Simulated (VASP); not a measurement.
Al3Sc (L1_2) relaxed at rising pressure, in one space group throughout; other phases were not tried. The pressures are those reached. Method: PBEsol GGA, VASP's PBE PAW potentials (set 64) (plane waves; VASP 6.6.1).

| P (GPa) | V (Å³/atom) | k-mesh |
|---|---|---|
| 0.11 | 16.874 | 8×8×8 |
| 4.99 | 16.084 | 8×8×8 |
| 9.98 | 15.436 | 8×8×8 |
| 19.84 | 14.438 | 8×8×8 |
| 30.01 | 13.652 | 8×8×8 |

Question: Fit an equation of state and predict the volume at 44.96 GPa.

Answer: Least squares on the third-order Birch-Murnaghan form, P = (3B0/2)(y⁷ − y⁵)[1 + (3/4)(B′ − 4)(y² − 1)] with y = (V0/V)^(1/3), gives V0 = 16.892 Å³/atom, B0 = 93 GPa and B′ = 3.9, and so 12.770 Å³/atom. The run gave 12.764 Å³/atom, -0.0 % from the fit.

Pressures at which the relaxation failed are left out.

The compound is Al3Sc in the L1_2 structure.
